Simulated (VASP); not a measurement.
An input for Ansatz (written as the equivalent of a VASP run, and not itself run):

Ansatz 0.2 input:
```yaml
crystal:
  lattice:
    - [2.3392206, -4.0516492, 0.0000000]
    - [2.3392206, 4.0516492, 0.0000000]
    - [0.0000000, 0.0000000, 7.6708364]
  atoms:
    - { symbol: Pb, position: [0.0000000, 0.0000000, 0.0000000] }
    - { symbol: I, position: [0.3333330, 0.6666670, 0.2424428] }
    - { symbol: I, position: [0.6666670, 0.3333330, 0.7575572] }
kpoints:
  mp_grid: { grid: [6, 6, 4] }
hamiltonian:
  xc: pbe
  pseudopotentials: { kind: paw }
scf:
  occupations: { method: gaussian, width: 0.05 }
  max_iter: 100
output: { forces: true, stress: true, eigenvalues: true }
```

Translate this input to VASP (INCAR, KPOINTS, POSCAR, choice of POTCAR).

Several could match; the one computed here: 
INCAR:
```
# general
SYSTEM  = PbI2
PREC    = Accurate
ENCUT   = 480
LREAL   = .FALSE.
LASPH   = .TRUE.

# electronic loop
EDIFF   = 1E-7
NELM    = 100
ALGO    = Normal
LMAXMIX = 4

# smearing
ISMEAR  = 0
SIGMA   = 0.05

# functional
GGA     = PE

# ions
ISIF    = 2

# output
LWAVE   = .FALSE.
LCHARG  = .FALSE.
```

### POSCAR
```
PbI2
1
    2.3392206348    -4.0516491602     0.0000000000
    2.3392206348     4.0516491602     0.0000000000
    0.0000000000     0.0000000000     7.6708364372
Pb I
1 2
Direct
  0.0000000000   0.0000000000   0.0000000000
  0.3333330000   0.6666670000   0.2424428364
  0.6666670000   0.3333330000   0.7575571636
```

KPOINTS:
```
Automatic mesh
0
Gamma
6 6 4
0 0 0
```

POTCAR, in this order: Pb_d I (PBE.64 set). Program: vasp_std.

Limits of the translation: each code has its own PAW files, so the cut-off isn't converted (ENCUT is set for VASP's; basis.ecutwfc is left out, and Ansatz then takes the one that its files recommend); Ansatz stops its SCF on the density residual and VASP on the energy change (EDIFF).

The compound is PbI2 in the 1T layered structure. It was relaxed first, which changed the volume by +16 %.
